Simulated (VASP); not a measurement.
Given:

```
CELL_PARAMETERS angstrom
      0.00000     2.49305     2.49305
      2.49305     0.00000     2.49305
      2.49305     2.49305     0.00000
ATOMIC_POSITIONS crystal
  Zr 0.00000 0.00000 0.00000
  O  0.25000 0.25000 0.25000
  O  0.75000 0.75000 0.75000
```

Method: PBE GGA with D3 dispersion (Becke-Johnson damping), VASP's PBE PAW potentials (set 64) (plane waves; VASP). Run with 520 eV cut-off, 8×8×8 Γ-centred mesh, Gaussian smearing of 0.050 eV, potentials Zr_sv O.

**Question.** Give the stress tensor in GPa (positive for a compressed cell).

**Answer.** 
```
17.23   0.00   0.00
 0.00  17.23   0.00
 0.00   0.00  17.23
```
The pressure is its mean diagonal, 17.23 GPa.

The compound is ZrO2 in the fluorite structure, the high-temperature cubic form, which is unstable at 0 K; the monoclinic form is the stable one. This cell is one point of a volume scan, at 0.94 of the reference volume.
